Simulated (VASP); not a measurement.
VASP input:

### INCAR
```
SYSTEM = ZrS2
GGA = PE
ENCUT = 300   ! plane-wave cut-off (eV)
ISIF = 2   ! forces and stress, cell fixed
LREAL = F   ! projection in real space or not
LCHARG = F
EDIFF = 1E-6   ! SCF stop (eV)
SIGMA = 0.05   ! width (eV)
ALGO = Normal
ISMEAR = 0
LMAXMIX = 4   ! l cut-off of mixed one-centre charges
LWAVE = F
PREC = Accurate
NELM = 100
LASPH = T   ! aspherical one-centre terms
```

**POSCAR**
```
ZrS2
1
    3.6213660000     0.0000000000     0.0000000000
   -1.8106840000     3.1361960000     0.0000000000
    0.0000000000     0.0000000000    16.9473320000
Zr S
1 2
Direct
  0.0000000000   0.0000000000   0.5000000000
  0.3333330000   0.6666670000   0.5869560000
  0.6666670000   0.3333330000   0.4130440000
```

**KPOINTS**
```
Automatic
0
gamma
6 6 1
```

POTCAR, in this order: Zr_sv S (PBE.64 set). Program: vasp_std.

Write an equivalent input for Ansatz.

One equivalent input (not run):
Ansatz 0.2 input:
```yaml
crystal:
  lattice:
    - [3.6213660, 0.0000000, 0.0000000]
    - [-1.8106840, 3.1361960, 0.0000000]
    - [0.0000000, 0.0000000, 16.9473320]
  atoms:
    - { symbol: Zr, position: [0.0000000, 0.0000000, 0.5000000] }
    - { symbol: S, position: [0.3333330, 0.6666670, 0.5869560] }
    - { symbol: S, position: [0.6666670, 0.3333330, 0.4130440] }
kpoints:
  mp_grid: { grid: [6, 6, 1] }
hamiltonian:
  xc: pbe
  pseudopotentials: { kind: paw }
scf:
  occupations: { method: gaussian, width: 0.05 }
  max_iter: 100
output: { forces: true, stress: true, eigenvalues: true }
```
Limits of the translation: each code has its own PAW files, so the cut-off isn't converted (ENCUT is set for VASP's; basis.ecutwfc is left out, and Ansatz then takes the one that its files recommend); Ansatz stops its SCF on the density residual and VASP on the energy change (EDIFF).

The cell is a sheet with vacuum, built from a generated structure.
